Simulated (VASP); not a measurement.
MoPt, 2 atoms in the cell. The cell holds a sheet with vacuum, 2 atoms: a = 3.551 Å, b = 3.551 Å, c = 23.800 Å, α = 90.00°, β = 90.00°, γ = 90.00°. The cell was built by a generator and needn't be a form met in nature.

```yaml
Program: VASP 6.6.1
Task: work function
Functional: PBE
Potentials_or_basis: VASP PAW PBE potentials, release 64 (Mo_sv, Pt)
Cutoff: 520 eV
k_mesh: 8 × 8 × 1
Occupations: gaussian, width 0.05 eV
Spin: no spin polarisation
Dipole_correction: yes
Further_INCAR_settings: ALGO = Fast; EDIFF = 1e-06
```

Potentials or basis: VASP PAW PBE potentials, release 64 (Mo_sv, Pt).

The run is started by

```console
$ cat potpaw_PBE.64/Mo_sv/POTCAR potpaw_PBE.64/Pt/POTCAR > POTCAR
$ mpirun -np 1 vasp_std > vasp.out
```

Hardware: 1 thread of Intel(R) Xeon(R) Platinum 8488C (Sapphire Rapids) (shared host).

Problem. How long does it take, and how much memory?

Solution. Wall time 2.1 min on 1 thread of Intel(R) Xeon(R) Platinum 8488C (Sapphire Rapids), with other jobs on the host, peak memory 0.4 GiB. Counts: scf iterations 22, k points 15.
